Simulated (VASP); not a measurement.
# Ti4Se3O4 (P1) in VASP: single point with PBE

Aim: the single point of Ti4Se3O4 with PBE.

Everything below comes from runs of VASP 6.6.1. Logs are shortened: lines on timing, memory, paths and dates and some standing lists are left out, and cuts for length are marked.

### Step 1. The structure

The typed cell holds 11 atoms: a = 7.783 Å, b = 3.696 Å, c = 6.228 Å, α = 107.03°, β = 90.03°, γ = 90.30°.

The cell was built by a generator and needn't be a form met in nature.

### Step 2. Single point, PBE, collinear spin, zero start

INCAR

```
SYSTEM = Ti4Se3O4
PREC     = Accurate       ! precision mode
ENCUT    = 520            ! plane-wave cutoff, eV
EDIFF    = 1E-6           ! SCF threshold, eV
ISMEAR   = -1             ! smearing method
SIGMA    = 0.1            ! smearing width, eV
LREAL    = .FALSE.        ! projectors in reciprocal space
LASPH    = .TRUE.         ! aspherical terms in the spheres
NELM     = 150            ! most SCF steps
ALGO     = Normal         ! electronic algorithm
ISIF     = 2              ! what is computed and relaxed
LWAVE    = .FALSE.        ! write WAVECAR
LCHARG   = .FALSE.        ! write CHGCAR
ISPIN    = 2              ! spin polarisation
MAGMOM   = 0 0 0 0 0 0 0 0 0 0 0 ! initial moments
LORBIT   = 11             ! projections on sites
LMAXMIX  = 4              ! l up to which the mixer works
GGA      = PE             ! functional
NBANDS   = 60             ! bands
```

KPOINTS

```
Automatic mesh
0
Gamma
  3 5 3
  0 0.5 0
```

POSCAR

```
Ti4Se3O4
1.0
   -7.7833240000      0.0201100000     -0.0085260000
    0.0095300000     -3.6955870000      0.0073980000
    0.0017180000      1.8359240000      5.9511760000
O Se Ti
4 3 4
Direct
    0.0089600000      0.9968080000      0.9962840000
    0.4966770000      0.0284510000      0.0268210000
    0.7610710000      0.7063290000      0.3651290000
    0.2369610000      0.6709400000      0.3907100000
    0.6388610000      0.3462710000      0.7168850000
    0.3652300000      0.3569220000      0.7106160000
    0.9880590000      0.3168150000      0.6299200000
    0.7670450000      0.0939350000      0.1552150000
    0.2348880000      0.0627490000      0.1736240000
    0.9999130000      0.6100630000      0.1797310000
    0.4824220000      0.6073740000      0.2353690000
```

Potentials or basis: VASP PAW PBE potentials, release 64 (O, Se, Ti_sv).

Command:

```console
$ cat potpaw_PBE.64/O/POTCAR potpaw_PBE.64/Se/POTCAR potpaw_PBE.64/Ti_sv/POTCAR > POTCAR
$ mpirun -np 1 vasp_std > vasp.out
```

OUTCAR:

```text
SYSTEM = Ti4Se3O4
   PREC = Accurate
   ENCUT = 520
   EDIFF = 1E-6
   ISMEAR = -1
   LREAL = .FALSE.
   LASPH = .TRUE.
   NELM = 150
   ISIF = 2
   ISPIN = 2
   LORBIT = 11
   GGA = PE

 ion  position               nearest neighbor table
   1  0.009  0.997  0.996-   9 2.05  10 2.08   8 2.11  10 2.22
   2  0.497  0.028  0.027-  11 2.16   9 2.22   8 2.24  11 2.30
   3  0.761  0.706  0.365-  10 2.16   8 2.20   8 2.26  11 2.30
   4  0.237  0.671  0.391-  11 2.12  10 2.24   9 2.25   9 2.26
   5  0.639  0.346  0.717-   6 2.13   7 2.77
   6  0.365  0.357  0.711-   5 2.13
   7  0.988  0.317  0.630-   5 2.77
   8  0.767  0.094  0.155-   1 2.11   3 2.20   2 2.24   3 2.26  10 2.59  10 2.60  11 2.87
   9  0.235  0.063  0.174-   1 2.05   2 2.22   4 2.25   4 2.26  10 2.48  11 2.67  11 2.72  10 2.73

  10  1.000  0.610  0.180-   1 2.08   3 2.16   1 2.22   4 2.24   9 2.48   8 2.59   8 2.60   9 2.73

  11  0.482  0.607  0.235-   4 2.12   2 2.16   2 2.30   3 2.30   9 2.67   9 2.72   8 2.87

  LATTYP: Found a triclinic cell.
 ALAT       =    11.2367277600
 B/A-ratio  =     0.7652490821
 C/A-ratio  =     1.0598975939
 COS(alpha) =     0.0002634197
 COS(beta)  =     0.5294929572
 COS(gamma) =     0.8352938260

  Lattice vectors:

 A1 = (  -7.7755120000,  -5.5114010000,  -5.9523040000)
 A2 = (  -7.7737940000,  -3.6754770000,  -0.0011280000)
 A3 = (  -0.0129660000,   0.0237390000, -11.9097500000)

Analysis of symmetry for initial positions (statically):
=====================================================================
 Subroutine PRICEL returns:
 Original cell was already a primitive cell.

 Routine SETGRP: Setting up the symmetry group for a
 triclinic supercell.

 Subroutine GETGRP returns: Found  1 space group operations
 (whereof  1 operations were pure point group operations)
 out of a pool of  2 trial point group operations.

The static configuration has the point symmetry C_1 .

Analysis of symmetry for dynamics (positions and initial velocities):
=====================================================================
 Subroutine PRICEL returns:
 Original cell was already a primitive cell.

 Routine SETGRP: Setting up the symmetry group for a
 triclinic supercell.

 Subroutine GETGRP returns: Found  1 space group operations
 (whereof  1 operations were pure point group operations)
 out of a pool of  2 trial point group operations.

The dynamic configuration has the point symmetry C_1 .

Analysis of structural, dynamic, and magnetic symmetry:
=====================================================================
 Subroutine PRICEL returns:
 Original cell was already a primitive cell.

 Routine SETGRP: Setting up the symmetry group for a
 triclinic supercell.

 Subroutine GETGRP returns: Found  1 space group operations
 (whereof  1 operations were pure point group operations)
 out of a pool of  2 trial point group operations.

The overall configuration has the point symmetry C_1 .

 Subroutine INISYM returns: Found  1 space group operations
 (whereof  1 operations are pure point group operations),
 and found     1 'primitive' translations

----------------------------------------------------------------------------------------

                                     Primitive cell

  volume of cell :     171.2837

  direct lattice vectors                    reciprocal lattice vectors
    -7.783324000  0.020110000 -0.008526000    -0.128480819 -0.000331041  0.000139216
     0.009530000 -3.695587000  0.007398000    -0.000790100 -0.270428037  0.083426651
     0.001718000  1.835924000  5.951176000    -0.000183087  0.000335699  0.167930506

  length of vectors
     7.783354649  3.695606693  6.227930288     0.128481321  0.283005218  0.167930941

  position of ions in fractional coordinates (direct lattice)
     0.008960000  0.996808000  0.996284000
     0.496677000  0.028451000  0.026821000
     0.761071000  0.706329000  0.365129000
     0.236961000  0.670940000  0.390710000
     0.638861000  0.346271000  0.716885000
     0.365230000  0.356922000  0.710616000
     0.988059000  0.316815000  0.629920000
     0.767045000  0.093935000  0.155215000
     0.234888000  0.062749000  0.173624000
     0.999913000  0.610063000  0.179731000
     0.482422000  0.607374000  0.235369000

  ion indices of the primitive-cell ions
[... 80 lines left out ...]
   ENCUT  =  520.0 eV  38.22 Ry    6.18 a.u.  14.47  6.87 11.58*2*pi/ulx,y,z
   NELM   =    150;   NELMIN=  2; NELMDL= -5     # of ELM steps
   EDIFF  = 0.1E-05   stopping-criterion for ELM
   LREAL  =      F    real-space projection
   EDIFFG = 0.1E-04   stopping-criterion for IOM
   NSW    =      0    number of steps for IOM
   IBRION =     -1    ionic relax: 0-MD 1-quasi-New 2-CG
   NFREE  =      0    steps in history (QN), initial steepest desc. (CG)
   ISIF   =      2    stress and relaxation
   ISYM   =      2    0-nonsym 1-usesym 2-fastsym
   POTIM  = 0.5000    time-step for ionic-motion
   TEBEG  =    0.0;   TEEND  =   0.0 temperature during run
   PSTRESS=    0.0 pullay stress
   NELECT =      90.0000    total number of electrons
   NUPDOWN=      -1.0000    fix difference up-down
   EMIN   =  10.00;   EMAX   =-10.00  energy-range for DOS
   EFERMI =   0.00;   METHOD = LEGACY
   ISMEAR =    -1;   SIGMA  =   0.10  broadening in eV -4-tet -1-fermi 0-gaus
   EFERMI_NEDOS =   21; number of points for ismear=-14 and -15
   IALGO  =     38    algorithm
   IMIX   =      4    mixing-type and parameters
     AMIX     =   0.40;   BMIX     =  1.00
     AMIX_MAG =   1.60;   BMIX_MAG =  1.00
  volume/ion in A,a.u.               =      15.57       105.08
  Fermi-wavevector in a.u.,A,eV,Ry     =   1.321043  2.496409 23.744273  1.745155
  Thomas-Fermi vector in A             =   2.450825
   LORBIT       =     11    0 simple, 1 ext, 2 COOP (PROOUT), +10 PAW based schemes
   GGA     = PE    functional components
   LHFCALC =     F    Hartree Fock is set to
   AEXX    =    0.0000 exact exchange contribution
   IVDW    =     0    specifies the selected vdW correction
   LEPSILON=     F    determine dielectric tensor
   LRPA    =     F    only Hartree local field effects (RPA)
 spin polarized calculation
  energy-cutoff  :      520.00
  volume of cell :      171.28
 maximum number of plane-waves:      4636
 NGX is ok and might be reduce to    60
   NGX = 29   NGY = 13   NGZ = 23

 number of electron      90.0000003 magnetization       0.0010068

 number of electron      90.0000000 magnetization      -0.0004378

 Free energy of the ion-electron system (eV)
  ---------------------------------------------------
  ext. energy  EPLUGINS =         0.00000000
  ---------------------------------------------------
  free energy    TOTEN  =       -73.01022903 eV

  energy without entropy =      -72.69866268  energy(sigma->0) =      -72.85444586

 E-fermi :   6.0418     XC(G=0): -10.6450

 val. band max:        6.0124260131   @ k =  -0.0000   0.5000   0.3333
 cond. band min:       6.0503990019   @ k =  -0.3333  -0.3000   0.3333
 fundamental gap:      0.0379729888
 Fermi energy:         6.0418302290

 spin component 1

 k-point     1 :      -0.0000    0.1000   -0.0000
  band No.  band energies     occupation
      1     -51.8534      1.00000
      2     -51.7160      1.00000
      3     -51.4938      1.00000
      4     -51.3225      1.00000
      5     -28.2622      1.00000
      6     -28.1881      1.00000
[... 1369 lines left out ...]
     56       7.9961      0.00000
     57       8.0630      0.00000
 Fermi energy:         6.0418302290

 spin component 2

 k-point     1 :      -0.0000    0.1000   -0.0000
  band No.  band energies     occupation
      1     -51.8536      1.00000
      2     -51.7160      1.00000
      3     -51.4938      1.00000
      4     -51.3225      1.00000
      5     -28.2624      1.00000
      6     -28.1882      1.00000
[... 1369 lines left out ...]
     56       7.9960      0.00000
     57       8.0630      0.00000
 [bands above 57 left out]

------------------------ aborting loop because EDIFF is reached ----------------------------------------

  FORCE on cell =-STRESS in cart. coord.  units (eV):
  Direction    XX          YY          ZZ          XY          YZ          ZX
  --------------------------------------------------------------------------------------
  -------------------------------------------------------------------------------------
  Total        4.4893414     -1.9861627    -17.5874072      0.3314663      0.6372917     -1.3781109
  in kB       41.9930252    -18.5784447   -164.5115339      3.1005157      5.9611879    -12.8907650
  external PRESSURE =     -47.0323178 kB  Pullay stress =       0.0000000 kB

 VOLUME and BASIS-vectors are now :
 -----------------------------------------------------------------------------
  energy-cutoff  :      520.00
  volume of cell :      171.28
      direct lattice vectors                 reciprocal lattice vectors
    -7.783324000  0.020110000 -0.008526000    -0.128480819 -0.000331041  0.000139216
     0.009530000 -3.695587000  0.007398000    -0.000790100 -0.270428037  0.083426651
     0.001718000  1.835924000  5.951176000    -0.000183087  0.000335699  0.167930506

 POSITION                                       TOTAL-FORCE (eV/Angst)
 -----------------------------------------------------------------------------------
     -0.05853     -1.85451      5.93636         0.278230     -0.291569      2.901862
     -3.86548     -0.04591      0.15559         0.064490      0.367146      4.988844
     -5.91630     -1.92465      2.17168         0.776153      0.173069     -4.473290
     -1.83728     -1.75744      2.32813        -0.613099     -0.264179     -4.494001
     -4.96793      0.04932      4.26342        -4.340464      0.003465      0.631292
     -2.83808     -0.00705      4.22853         4.055291     -0.152229      0.235998
     -7.68628      0.00554      3.74268        -0.259416      0.035263     -1.736915
     -5.96900     -0.04676      0.91787         2.045483      0.045712      0.150716
     -1.82731      0.09159      1.03173        -1.336210     -0.944883      0.237228
     -7.77652     -1.90446      1.06560        -0.064324      1.154614      1.711993
     -3.74865     -1.80278      1.40110        -0.606136     -0.126409     -0.153727
 -----------------------------------------------------------------------------------
    total drift:                                0.000657     -0.000366     -0.001793

  FREE ENERGIE OF THE ION-ELECTRON SYSTEM (eV)
  ---------------------------------------------------
  free  energy   TOTEN  =       -73.0102290331 eV

  energy  without entropy=      -72.6986626828  energy(sigma->0) =      -72.85444586

 total charge

# of ion       s       p       d       tot
------------------------------------------
    1        1.581   3.377   0.000   4.958
    2        1.586   3.324   0.000   4.910
    3        1.588   3.305   0.000   4.892
    4        1.592   3.306   0.000   4.898
    5        1.519   2.213   0.088   3.820
    6        1.519   2.218   0.079   3.816
    7        1.506   2.167   0.022   3.695
    8        2.145   6.104   1.928  10.176
    9        2.154   6.116   1.995  10.266
   10        2.161   6.125   2.026  10.312
   11        2.143   6.093   1.901  10.137
--------------------------------------------------
tot         19.494  44.348   8.039  71.881

 magnetization (x)

# of ion       s       p       d       tot
------------------------------------------
    1       -0.000  -0.000   0.000  -0.000
    2       -0.000   0.000   0.000   0.000
    3       -0.000   0.000   0.000   0.000
    4       -0.000   0.000   0.000   0.000
    5        0.000   0.000  -0.000   0.000
    6        0.000   0.000  -0.000   0.000
    7        0.000   0.000   0.000   0.000
    8       -0.000  -0.000  -0.000  -0.000
    9       -0.000  -0.000  -0.000  -0.000
   10       -0.000  -0.000   0.000   0.000
   11       -0.000  -0.000  -0.000  -0.000
--------------------------------------------------
tot         -0.000   0.000  -0.000  -0.000
```

Run time: 5 min. Hardware: 1 thread of Intel Xeon 6975P-C (Granite Rapids), shared host; peak memory 0.52 GiB.

What came out:

```
Free energy                                           : -73.0102 eV
Pressure                                              : -4.7 GPa
Largest force                                         : 5.003 eV/Å
Band gap on the k mesh                                : none (metal or under the smearing width)
Net moment                                            : 0.00 μB per cell
Valence electrons inside the program's atomic spheres : O 4.96, 4.91, 4.89, 4.90; Se 3.82, 3.69; Ti 10.18, 10.27, 10.31, 10.14
```

Forces in eV/Å, atoms in the order of the input:
```
O    0.278 -0.292  2.902
O    0.064  0.367  4.989
O    0.776  0.173 -4.473
O   -0.613 -0.264 -4.494
Se  -4.340  0.003  0.631
Se   4.055 -0.152  0.236
Se  -0.259  0.035 -1.737
Ti   2.045  0.046  0.151
Ti  -1.336 -0.945  0.237
Ti  -0.064  1.155  1.712
Ti  -0.606 -0.126 -0.154
```

Stress tensor (GPa, compression positive):
```
  4.20   0.31  -1.29
  0.31  -1.86   0.60
 -1.29   0.60 -16.45
```

Levels at points of the mesh, in eV from the Fermi level:
Spin up:
| k point | band 41 | band 42 | band 43 | band 44 | band 45 | band 46 | band 47 | band 48 | band 49 | band 50 |
| --- | --- | --- | --- | --- | --- | --- | --- | --- | --- | --- |
| (0.00, 0.50, 0.00) | -1.72 | -1.41 | -1.20 | -0.43 | -0.31 | -0.27 | -0.16 | 0.12 | 0.45 | 0.69 |
Spin down:
| k point | band 41 | band 42 | band 43 | band 44 | band 45 | band 46 | band 47 | band 48 | band 49 | band 50 |
| --- | --- | --- | --- | --- | --- | --- | --- | --- | --- | --- |
| (0.00, 0.50, 0.00) | -1.72 | -1.41 | -1.20 | -0.43 | -0.31 | -0.27 | -0.16 | 0.12 | 0.45 | 0.69 |

Caveat: semilocal functionals often make such compounds metallic where correlation or magnetic order opens a gap, which also shifts bond lengths; forces of over 1 eV/Å show positions far from the minimum, so gaps and moduli don't describe the material at rest.
